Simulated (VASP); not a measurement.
# A slab model of Pb(110)-(1x2) missing row

How does Pb(110)-(1x2) missing row behave as a surface?

Main program and level: VASP 6.6.1; r2SCAN; plane waves and PAW (Pb).

This is a report of a sequence of runs, with most program output left out.

## (1) The structure

The cell holds 9 atoms: 9 Pb. Cell: a = 9.900 Å, b = 3.500 Å, c = 24.000 Å, α = 90.0°, β = 90.0°, γ = 90.0°. Vacuum lies along c.

Structure file:

```xyz
9
Lattice="9.9000 0.0000 0.0000 0.0000 3.5002 0.0000 0.0000 0.0000 24.0004" Properties=species:S:1:pos:R:3
Pb    0.0000    0.0000    8.5000
Pb    4.9500    0.0000    8.5000
Pb    2.4750    1.7501   10.2501
Pb    7.4250    1.7501   10.2501
Pb    0.0000    0.0000   12.0002
Pb    4.9500    0.0000   12.0002
Pb    2.4750    1.7501   13.7503
Pb    7.4250    1.7501   13.7503
Pb    0.0000    0.0000   15.5004
```

## (2) Surface relaxation

All atoms relax at the fixed cell.

Contents of INCAR:

```
SYSTEM = Pb
PREC = Normal
ENCUT = 300
EDIFF = 1E-05
NELM = 120
ISMEAR = -1
SIGMA = 0.1
LREAL = .FALSE.
ALGO = Normal
METAGGA = R2SCAN
LASPH = .TRUE.
NBANDS = 27
LORBIT = 11
LWAVE = .FALSE.
LCHARG = .FALSE.
KPAR = 2
NCORE = 2
IBRION = 2
NSW = 40
ISIF = 2
EDIFFG = -0.03
POTIM = 0.4
MAXMIX = 40
IDIPOL = 3
LDIPOL = .TRUE.
DIPOL = 0.5 0.5 0.484
```

Contents of POSCAR:

```
Pb
1.0
    9.9000000000      0.0000000000      0.0000000000
    0.0000000000      3.5001785669      0.0000000000
    0.0000000000      0.0000000000     24.0003571337
Pb
9
Direct
    0.0000000000      0.0000000000      0.3541613965
    0.5000000000      0.0000000000      0.3541613965
    0.2500000000      0.5000000000      0.4270806983
    0.7500000000      0.5000000000      0.4270806983
    0.0000000000      0.0000000000      0.5000000000
    0.5000000000      0.0000000000      0.5000000000
    0.2500000000      0.5000000000      0.5729193017
    0.7500000000      0.5000000000      0.5729193017
    0.0000000000      0.0000000000      0.6458386035
```

Contents of KPOINTS:

```
Automatic mesh
0
Gamma
3 8 1
0 0 0
```

PAW data sets: Pb (PBE family, release 64).

On the command line:

```bash
$ mpirun -np 4 vasp_std
```

Run time: 3.9 min. Hardware: 4 MPI ranks of Intel Xeon 6975P-C (Granite Rapids), shared host; peak memory 0.89 GiB.

The PAW data sets were made with PBE, which is usual practice but a small mismatch for other functionals. The data set Pb keeps the semicore shell frozen, which is cheaper and a little less accurate. The run keeps the 4 symmetry operations of its start, so it cannot find a distortion of lower symmetry.

Step by step:

```tsv
step	energy less that of the first step (eV)	largest force (eV/Å)
1	0.0000	0.5599
2	-0.0467	0.5184
3	-0.1494	0.3850
4	-0.1467	0.5276
5	-0.1864	0.2549
6	-0.1866	0.2427
7	-0.1982	0.1878
8	-0.2128	0.1457
9	-0.2208	0.1051
10	-0.2251	0.0551
11	-0.2252	0.0489
12	-0.2263	0.0201
```

The atoms that moved most (Å):

```tsv
atom	dx	dy	dz	length
Pb1	0.000	0.000	0.298	0.298
Pb9	0.000	0.000	-0.194	0.194
Pb2	0.000	0.000	0.138	0.138
Pb8	0.049	0.000	-0.086	0.099
Pb7	-0.049	0.000	-0.086	0.099
Pb4	-0.071	0.000	-0.065	0.096
Pb3	0.071	0.000	-0.065	0.096
Pb5	0.000	0.000	0.049	0.049
```

Final coordinates:

```xyz
9
Lattice="9.9000 0.0000 0.0000 0.0000 3.5002 0.0000 0.0000 0.0000 24.0004" Properties=species:S:1:pos:R:3
Pb    0.0000    0.0000    8.7983
Pb    4.9500    0.0000    8.6382
Pb    2.5465    1.7501   10.1852
Pb    7.3535    1.7501   10.1852
Pb    0.0000    0.0000   12.0496
Pb    4.9500    0.0000   12.0108
Pb    2.4264    1.7501   13.6641
Pb    7.4736    1.7501   13.6641
Pb    0.0000    0.0000   15.3059
```

This step gave:

```
electronic cycles                               : 103
electrons                                       : 36
free energy (TOTEN)                             : -505.3951 eV
energy at zero smearing                         : -505.3313 eV
Fermi energy                                    : -0.9291 eV
labelled metallic, from the levels on this mesh : yes
dipole moment                                   : 0, 0, -0.001811 e·Å
```

The run ended after 12 ionic steps, 0.226 eV below its first step, once the forces on the free atoms met EDIFFG = -0.03.

Only the dipole across the slab is computed (IDIPOL = 3); zeros along the plane are no results.

## (3) Potential and states of the slab

A static run writes the electrostatic potential without exchange and correlation (LVHAR), which is flat in the vacuum and gives the level to count from. The dipole correction cancels the field that unlike faces would set up across the vacuum.

Contents of INCAR:

```
SYSTEM = Pb
PREC = Normal
ENCUT = 300
EDIFF = 1E-06
NELM = 120
ISMEAR = -1
SIGMA = 0.1
LREAL = .FALSE.
ALGO = Normal
METAGGA = R2SCAN
LASPH = .TRUE.
NBANDS = 40
LORBIT = 11
LWAVE = .TRUE.
LCHARG = .TRUE.
IDIPOL = 3
LDIPOL = .TRUE.
DIPOL = 0.5 0.5 0.484
LVHAR = .TRUE.
LVACPOTAV = .TRUE.
LELF = .TRUE.
NEDOS = 1500
```

Contents of POSCAR:

```
Pb
1.0
    9.9000000000      0.0000000000      0.0000000000
    0.0000000000      3.5001785669      0.0000000000
    0.0000000000      0.0000000000     24.0003571337
Pb
9
Direct
    0.0000000000      0.0000000000      0.3665917024
    0.5000000000      0.0000000000      0.3599176616
    0.2572176758      0.5000000000      0.4243788698
    0.7427823242      0.5000000000      0.4243788698
    0.0000000000      0.0000000000      0.5020592601
    0.5000000000      0.0000000000      0.5004405559
    0.2450953065      0.5000000000      0.5693284012
    0.7549046935      0.5000000000      0.5693284012
    0.0000000000      0.0000000000      0.6377376743
```

KPOINTS is that of step 2.

Contents of KPOINTS_OPT:

```
Line mode
14
Line-mode
Reciprocal
  0.00000000   0.00000000   0.00000000 GAMMA
 -0.50000000   0.00000000   0.00000000 X

 -0.50000000   0.00000000   0.00000000 X
 -0.50000000  -0.50000000   0.00000000 S

 -0.50000000  -0.50000000   0.00000000 S
  0.00000000  -0.50000000   0.00000000 Y

  0.00000000  -0.50000000   0.00000000 Y
  0.00000000   0.00000000   0.00000000 GAMMA

  0.00000000   0.00000000   0.00000000 GAMMA
 -0.50000000  -0.50000000   0.00000000 S
```

On the command line:

```bash
$ mpirun -np 4 vasp_std
```

It took 3.4 min on 4 MPI ranks; peak memory 0.86 GiB; 13 min of CPU time.

Numbers from this step:

| Property | Result |
| --- | --- |
| electronic cycles | 28 |
| free energy (TOTEN) | -505.3952 eV |
| Fermi energy | -0.9316 eV |
| DOS at the Fermi level | 3.650 states/eV/cell |
| dipole moment | 0, 0, -0.001081 e·Å |
| vacuum levels | 2.828, 2.834 eV |
| work functions of the upper and lower face | 3.760, 3.766 eV |

Electronic bands along the path, in eV, zero at the Fermi level; # counts the bands kept:

```tsv
point	#15	#16	#17	#18	#19	#20	#21	#22
Γ	-0.85	-0.58	-0.33	1.12	1.34	1.70	2.54	2.71
0.54 of the way	-0.78	-0.40	0.57	0.73	1.25	1.85	2.50	2.68
X	-1.10	-0.01	0.57	1.15	1.40	1.92	2.21	2.48
0.46 of the way	-1.34	-0.36	-0.33	0.14	0.56	0.77	1.07	1.43
S	-2.29	-2.27	-2.19	-2.14	-0.13	0.10	0.42	1.17
0.46 of the way	-2.24	-1.90	-1.83	-1.78	-0.38	0.20	0.61	1.16
Y	-2.29	-1.43	-1.09	-1.08	-0.47	-0.18	0.67	0.88
0.54 of the way	-0.83	-0.81	-0.67	-0.37	0.09	0.60	0.73	1.28
Γ	-0.85	-0.58	-0.33	1.12	1.34	1.70	2.54	2.71
0.54 of the way	-1.20	-0.90	-0.69	-0.35	0.06	0.28	0.74	1.01
S	-2.29	-2.27	-2.19	-2.14	-0.13	0.10	0.42	1.17
```

The density of states has structure finer than the step of the table below, so its rows give means over 1 eV, whole bins alone (the curve runs from -12.0 to 7.58 eV). Peaks (eV: height): total -2.3: 8.02, 1.3: 8.21, 2.5: 8.45, 4.6: 10.9; Pb s -10.0: 2.34, -8.5: 4.58, -7.3: 5.43; Pb p -2.3: 5.03, 1.3: 4.58, 2.5: 4.69, 4.4: 3.91; Pb d 1.3: 0.488, 2.4: 0.563, 3.3: 0.569, 4.4: 0.587.

Means over bins of 0.069 eV. Density of states against energy, zero at the Fermi level; means over each step; values in states/eV/cell:

```tsv
energy (eV)	total	Pb s	Pb p	Pb d
-11	1.64	1.25	0.0897	0.00248
-10	2.72	2.04	0.191	0.0111
-9	3.83	2.94	0.253	0.0298
-8	5.08	4.10	0.227	0.0471
-7	4.13	3.52	0.0954	0.0298
-6	0.0345	0.0304	2.1e-4	1.3e-4
-5	8.0e-4	0	4.8e-4	0
-4	0.444	0.00761	0.289	0.00506
-3	3.72	0.106	2.36	0.0610
-2	6.35	0.333	3.96	0.143
-1	5.13	0.330	3.09	0.160
0	4.62	0.273	2.67	0.196
1	5.81	0.247	3.27	0.329
2	6.57	0.212	3.64	0.442
3	7.47	0.188	3.99	0.529
4	8.19	0.142	3.52	0.495
5	9.58	0.118	2.99	0.500
6	4.26	0.0346	0.809	0.269
7	0.175	0.00341	0.0115	0.0176
```

Zero at the Fermi level. The planar average of the electrostatic potential by height:

```tsv
height (Å)	planar average of the electrostatic potential (eV)
0	3.77
1	3.77
2	3.77
3	3.77
4	3.77
5	3.76
6	3.73
7	3.34
8	-1.63
9	-6.00
10	-6.00
11	-3.63
12	-5.58
13	-5.36
14	-4.83
15	-1.23
16	0.974
17	3.55
18	3.74
19	3.76
20	3.76
21	3.76
22	3.76
23	3.76
```

Density of states in the PAW spheres, an atom over height of the layer and energy from the Fermi level.

Ten even steps from '_' (0.000 states/eV) to '@' (0.718 states/eV), each cell a mean:
```
==%%--====++
++++----==++
##++======##
++++++==++**
++++++++++++
==++++++++++
**++######++
**%%%%%%##**
====++++====
::::--==--::
__..::::....
____________
____________
____________
____________
____________
____________
____________
..::..::..::
%%**********
%%++@@%%@@##
++##******%%
```
Columns: height of the layer (Å) from 8.6 to 15.3 (not evenly spaced); rows upwards: energy from the Fermi level (eV) from -7.9 to 0.5.

ELF in the ca plane at fractional y = 0.000, with atoms of Pb within 0.2 Å of it. It is the smooth field of the valence electrons, not physical close to the nuclei.

Ten even steps from '0' (0.00) to '9' (0.96), each cell a mean:
```
00000136899999975579999986458999999742000000
00000024789999864458999874347899998631000000
00000012578887643235677643335788886421000000
00000001234554332212233322333455654210000000
00000000001122222211111122222222221000000000
00000000000011222211111122222111100000000000
00000000000112222211111122222110000000000000
00000000123333332221122222221100000000000000
00000013567776433223455432211000000000000000
00000135789998653346888864210000000000000000
00000247899999864568999986310000000000000000
00000257999999875579999997410000000000000000
00000247999999865579999997410000000000000000
00000136899998754457999975210000000000000000
00000024678887543335677643211000000000000000
00000001345554332222233322211100000000000000
00000000011122222211111122221100000000000000
00000000000111222211111122222110000000000000
00000000000112222211111122222211111000000000
00000000122333322211122222233334432100000000
00000002457776532223565433334577775310000000
00000024689998753347888764346899987531000000
00000135899999874579999985457999998741000000
00000136899999975589999986458999999742000000
```
Columns run along c (16.0 Å, from fractional 0.18 to 0.85 of the cell), rows up along a (9.9 Å). Atoms in or near the plane, at fractional coordinates: Pb at (0.37, 0.00), Pb at (0.36, 0.50), Pb at (0.50, 0.00), Pb at (0.50, 0.50), Pb at (0.64, 0.00).

Electrostatic potential energy in the ca plane at fractional y = 0.000, with atoms of Pb within 0.2 Å of it. With pseudopotentials it is smooth inside the atoms' cores, unlike the true potential.

Ten even steps from '0' (-32 eV) to '9' (3 eV), each cell a mean:
```
99999999973000037872000038862000148999999999
99999999985211258985211268984211369999999999
99999999998655689998655789998655789999999999
99999999999999999999999999999999999999999999
99999999999999999999999999999999999999999999
99999999999999999999999999999999999999999999
99999999999999999999999999999999999999999999
99999999999999999999999999999999999999999999
99999999999878899999877899999999999999999999
99999999986323589986433589999999999999999999
99999999962000268973000158999999999999999999
99999999851000148861000038999999999999999999
99999999851000158962000148999999999999999999
99999999974111379984211369999999999999999999
99999999997656799998655789999999999999999999
99999999999999999999999999999999999999999999
99999999999999999999999999999999999999999999
99999999999999999999999999999999999999999999
99999999999999999999999999999999999999999999
99999999999999999999999999999999999999999999
99999999999877899999877899999878899999999999
99999999997433479997433579986433589999999999
99999999984100148973100148973000158999999999
99999999972000027862000037851000037999999999
```
Columns run along c (16.0 Å, from fractional 0.18 to 0.85 of the cell; values clipped at the 3rd and 97th percentile), rows up along a (9.9 Å). Atoms in or near the plane, at fractional coordinates: Pb at (0.37, 0.00), Pb at (0.36, 0.50), Pb at (0.50, 0.00), Pb at (0.50, 0.50), Pb at (0.64, 0.00).

Valence density in the ca plane at fractional y = 0.000, with atoms of Pb within 0.2 Å of it. It is the smooth field of the valence electrons, not physical close to the nuclei.

Ten even steps from '0' (0.00 e/Å³) to '9' (0.25 e/Å³), each cell a mean:
```
00000000269965786689855897678657984100000000
00000000147998875468988985567889963100000000
00000000024677654345677654446777631000000000
00000000011234443333344433344443210000000000
00000000000122333322222233433221100000000000
00000000000012334332112234432210000000000000
00000000000112334332212233332100000000000000
00000000001223344332222333321100000000000000
00000000023555544334555433211000000000000000
00000000247888754457888863210000000000000000
00000001379977875578878984210000000000000000
00000001489745776688645895200000000000000000
00000001379855776578756985210000000000000000
00000001258988865468888974210000000000000000
00000000135777654345677643210000000000000000
00000000012344443333333333221000000000000000
00000000001122334332222233322100000000000000
00000000000112334332112234432110000000000000
00000000000112334332112234433211000000000000
00000000001123333322223333433322100000000000
00000000012456543334455544444555421000000000
00000000136888864457888865457888752100000000
00000000258987776579877886568778974100000000
00000000269854687689744797677546985200000000
```
Columns run along c (16.0 Å, from fractional 0.18 to 0.85 of the cell), rows up along a (9.9 Å). Atoms in or near the plane, at fractional coordinates: Pb at (0.37, 0.00), Pb at (0.36, 0.50), Pb at (0.50, 0.00), Pb at (0.50, 0.50), Pb at (0.64, 0.00).

The density of states holds every band computed, so its fall toward the upper end of the range is no gap.

The map of layer states is cut here 0.5 eV above the Fermi level, so it leaves out the states above that.

The vacuum level lies 3.76 eV above the Fermi level at the upper face; both faces agree, as the slab has next to no dipole.

The program found no field-free point at its default tolerance, but its printed level agrees with the flat part of the planar average.

On this mesh the fine structure of the density of states is sampling noise, and high empty states may be cut by the number of bands.

## (4) Tunnelling image, filled states within 1 eV

A partial density over this window, at constant height above the top atom, is the Tersoff-Hamann picture of a tunnelling image.

Contents of INCAR:

```
SYSTEM = Pb
PREC = Normal
ENCUT = 300
EDIFF = 1E-05
NELM = 120
ISMEAR = -1
SIGMA = 0.1
LREAL = .FALSE.
ALGO = Normal
METAGGA = R2SCAN
LASPH = .TRUE.
NBANDS = 40
LWAVE = .FALSE.
LCHARG = .FALSE.
ISTART = 1
LPARD = .TRUE.
NBMOD = -3
EINT = -1 0
LSEPB = .FALSE.
LSEPK = .FALSE.
```

POSCAR is that of step 3.

KPOINTS is that of step 3.

The WAVECAR or CHGCAR of an earlier step is read.

On the command line:

```bash
$ mpirun -np 4 vasp_std
```

Run time: 1.6 s. Hardware: 4 MPI ranks; 4.5 s of CPU time.

Local density of states in the window along a and b. Constant height, 2.5 Å above the top atom.

Values in units of 1e-3 e/Å³, 12 rows by 16 columns, each cell a mean:
```
1.8 1.4 0.8 0.4 0.2 0.1 0.0 0.0 0.0 0.0 0.1 0.1 0.3 0.6 1.2 1.7
1.7 1.3 0.8 0.4 0.2 0.1 0.0 0.0 0.0 0.0 0.1 0.1 0.3 0.6 1.1 1.6
1.5 1.2 0.7 0.4 0.2 0.1 0.0 0.0 0.0 0.0 0.1 0.1 0.3 0.6 1.0 1.4
1.4 1.1 0.7 0.4 0.2 0.1 0.0 0.0 0.0 0.0 0.1 0.1 0.3 0.5 0.9 1.3
1.2 1.0 0.6 0.3 0.2 0.1 0.0 0.0 0.0 0.0 0.1 0.1 0.3 0.5 0.9 1.2
1.2 1.0 0.6 0.3 0.2 0.1 0.0 0.0 0.0 0.0 0.1 0.1 0.3 0.5 0.8 1.1
1.2 1.0 0.6 0.3 0.2 0.1 0.0 0.0 0.0 0.0 0.1 0.1 0.3 0.5 0.8 1.1
1.3 1.0 0.6 0.3 0.2 0.1 0.0 0.0 0.0 0.0 0.1 0.1 0.3 0.5 0.9 1.2
1.4 1.1 0.7 0.4 0.2 0.1 0.0 0.0 0.0 0.0 0.1 0.1 0.3 0.6 1.0 1.3
1.6 1.2 0.8 0.4 0.2 0.1 0.0 0.0 0.0 0.0 0.1 0.1 0.3 0.6 1.1 1.5
1.7 1.3 0.8 0.4 0.2 0.1 0.0 0.0 0.0 0.0 0.1 0.1 0.3 0.6 1.1 1.6
1.8 1.4 0.8 0.4 0.2 0.1 0.0 0.0 0.0 0.0 0.1 0.1 0.3 0.7 1.2 1.7
```
Columns: along a (fractional) from 0 to 0.976; rows upwards: along b (fractional) from 0 to 0.969.

Partial charge density in the ca plane at fractional y = 0.000, with atoms of Pb within 0.2 Å of it. It is the smooth field of the valence electrons, not physical close to the nuclei.

Values in units of 1e-2 Å⁻³, 13 rows by 16 columns, each cell a mean:
```
 0.0  0.0  0.3  2.1  0.8  1.9  1.8  1.7  1.8  2.3  1.8  1.1  2.2  0.3  0.0  0.0
 0.0  0.0  0.2  1.3  2.9  2.4  1.1  1.5  1.8  1.6  2.9  3.1  1.2  0.2  0.0  0.0
 0.0  0.0  0.1  0.5  1.3  1.4  0.9  0.8  1.1  1.4  1.6  1.2  0.4  0.1  0.0  0.0
 0.0  0.0  0.1  0.5  1.2  1.4  1.0  0.8  1.1  1.4  1.0  0.4  0.1  0.0  0.0  0.0
 0.0  0.0  0.3  1.4  2.7  2.4  1.5  1.2  1.5  1.3  0.7  0.2  0.0  0.0  0.0  0.0
 0.0  0.1  0.6  3.3  1.9  3.2  2.8  1.6  2.2  1.5  0.4  0.1  0.0  0.0  0.0  0.0
 0.0  0.1  0.8  3.7 -2.0  2.6  3.5  0.4  1.8  1.8  0.4  0.1  0.0  0.0  0.0  0.0
 0.0  0.1  0.5  2.9  3.0  3.2  2.4  1.7  2.1  1.4  0.5  0.1  0.0  0.0  0.0  0.0
 0.0  0.0  0.2  1.0  2.2  2.1  1.3  1.0  1.3  1.3  0.8  0.3  0.1  0.0  0.0  0.0
 0.0  0.0  0.1  0.4  1.1  1.3  1.0  0.8  1.1  1.4  1.1  0.6  0.2  0.0  0.0  0.0
 0.0  0.0  0.1  0.6  1.6  1.6  0.9  0.8  1.2  1.4  1.9  1.6  0.5  0.1  0.0  0.0
 0.0  0.0  0.2  1.6  3.0  2.6  1.3  1.7  2.0  1.8  3.1  3.3  1.5  0.2  0.0  0.0
 0.0  0.0  0.4  2.1 -0.4  1.5  2.0  1.4  1.6  2.4  1.1 -0.2  2.3  0.3  0.0  0.0
```
Columns run along c (16.0 Å, from fractional 0.18 to 0.85 of the cell), rows up along a (9.9 Å). Atoms in or near the plane, at fractional coordinates: Pb at (0.37, 0.00), Pb at (0.36, 0.50), Pb at (0.50, 0.00), Pb at (0.50, 0.50), Pb at (0.64, 0.00).

Shared out to the nearest atoms, the partial charge density (by size) has 100 % on Pb; its largest share on one atom is 16 % (Pb2), and it takes 7 of the 9 atoms to pass 80 %.

Between its 5th and 95th percentile the partial density varies by a factor of 74, which sets the contrast of the image.

## (5) Tunnelling image, empty states within 1 eV

INCAR: that of step 4 with these lines changed.

```diff
@@ -17,3 +17,3 @@
 NBMOD = -3
-EINT = -1 0
+EINT = 0 1
 LSEPB = .FALSE.
```

POSCAR is that of step 4.

KPOINTS is that of step 4.

The run starts from files that an earlier step left in the folder.

On the command line:

```bash
$ mpirun -np 4 vasp_std
```

It took 1.6 s on 4 MPI ranks.

Local density of states in the window along a and b. Constant height, 2.5 Å above the top atom.

Ten even steps from '0' (0.02 × 1e-3 e/Å³) to '9' (3.42 × 1e-3 e/Å³), each cell a mean:
```
997542110000000000000001134689
997542110000000000000001134689
987532110000000000000001124678
886532100000000000000001124578
876432100000000000000001123567
776432100000000000000001123567
765432100000000000000001123466
665432100000000000000001123456
655321100000000000000000123456
654321100000000000000000123455
554321100000000000000000123455
654321100000000000000000123455
655321100000000000000000123455
665432100000000000000001123456
665432100000000000000001123456
775432100000000000000001123567
876432100000000000000001123567
886532100000000000000001124578
987532110000000000000001124578
987542110000000000000001134679
997542110000000000000001134689
997542110000000000000001134689
```
Columns: along a (fractional) from 0 to 0.976; rows upwards: along b (fractional) from 0 to 0.969.

Partial charge density in the ca plane at fractional y = 0.000, with atoms of Pb within 0.2 Å of it. It is the smooth field of the valence electrons, not physical close to the nuclei.

Ten even steps from '0' (-3.51 × 1e-2 Å⁻³) to '9' (4.49 × 1e-2 Å⁻³), each cell a mean:
```
44444445677512799655555666788523687654444444
44444445677767897655566655678756776554444444
44444444566777876544555555567666665544444444
44444444555566665554455555555555555444444444
44444444445555555554445555555555544444444444
44444444444445555555445555655554444444444444
44444444444455555555555556665554444444444444
44444444445555555555556666665544444444444444
44444444456666655556677666655544444444444444
44444444566777765556777766555444444444444444
44444445566545666567655666554444444444444444
44444445566313566666412566544444444444444444
44444445566424666666533666554444444444444444
44444444567666666567766776554444444444444444
44444444556777665556777766555444444444444444
44444444455566555555666666655544444444444444
44444444445555555555555566665554444444444444
44444444444445555555555556665554444444444444
44444444444455555555445555555555444444444444
44444444455555555554445555555555554444444444
44444444556666766544555555566666655544444444
44444445567777887555566555677766776544444444
44444445677645898655666665688644787654444444
44444445677401699655555666798411587654444444
```
Columns run along c (16.0 Å, from fractional 0.18 to 0.85 of the cell), rows up along a (9.9 Å). Atoms in or near the plane, at fractional coordinates: Pb at (0.37, 0.00), Pb at (0.36, 0.50), Pb at (0.50, 0.00), Pb at (0.50, 0.50), Pb at (0.64, 0.00).

Shared out to the nearest atoms, the partial charge density (by size) has 100 % on Pb; its largest share on one atom is 17 % (Pb1), and it takes 7 of the 9 atoms to pass 80 %.

Between its 5th and 95th percentile the partial density varies by a factor of 159, which sets the contrast of the image.

## (6) Derived quantities

This step: slab, r2SCAN; plane waves and PAW (VASP 6.6.1).

Derived from the runs above.

## (7) Summary of results

| Item | Value |
| --- | --- |
| work function of the slab | 3.76 eV |

What this shows: The work function is 3.76 eV at both faces. The atom that ends on top (Pb) moved inwards by 0.19 Å, counted from the mean of all atoms. Spin-orbit coupling is left out, which matters for the heavy elements here. The cell in the plane was kept as given and was not relaxed here.

[Lines on the potential files, build, host, timing and source positions are cut from VASP's logs without a mark.]

[Logs are printed without paths, hosts, clocks, repeated set-up lines and the standing remarks that a program may print on its own settings, such as how far it seeks lower states.]

[Hosts, paths, dates, database ids (printed as entryN), source tags and the programs' standing remarks are cut or masked in the printed files.]

[In band tables of VASP the shares of atoms and orbitals are scaled to a sum of 1 inside the atoms' spheres.]

[Runs that stopped without an error message from VASP are left out.]
